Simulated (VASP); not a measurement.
Input:

```
CELL_PARAMETERS angstrom
      1.46633    -3.87482     0.00000
      1.46633     3.87482     0.00000
      0.00000     0.00000     2.88972
ATOMIC_POSITIONS crystal
  C  0.56400 0.43600 0.25000
  C  0.43600 0.56400 0.75000
  Mn 0.85475 0.14525 0.25000
  Mn 0.14525 0.85475 0.75000
```
Starting moments (μB, in the order of the record's atoms C C Mn Mn): 0.0 0.0 4.0 4.0.

These are PBE GGA, VASP's PBE PAW potentials (set 64) (plane waves; VASP) values and carry that method's errors. Run with 520 eV cut-off, 7×7×7 Γ-centred mesh, Gaussian smearing of 0.050 eV, potentials C Mn_pv.

The moments were started parallel, and other spin orders were not tried in this run.

Problem. What does the run give for the cell moment, energy per atom (σ→0), pressure, largest force, band gap (on the k-mesh) with the smallest direct gap where there is one?

Solution. 
The band gap (on the k-mesh) is none (metal, semimetal or under 0.01 eV) and the cell moment comes out as 3.90 μB. The energy per atom (σ→0) comes out as -8.459 eV/atom and the pressure is -11.90 GPa. The largest force is 0.00323 Ha/bohr.

Problem. Give the moment on each site (PAW-sphere projection).

Solution. 
| site | moment (μB) |
|---|---|
| C1 | -0.05 |
| C2 | -0.05 |
| Mn3 | 2.00 |
| Mn4 | 2.00 |

The absolute energy has meaning only against runs of the same code, potentials and settings.

The structure was generated: MnC was put into the CrB type (Cmcm), which need not be its known phase. The cell was not relaxed at this level. The k-mesh is coarse (spacing up to 0.33 per Å, 2π included), so the numbers may not be converged in it.
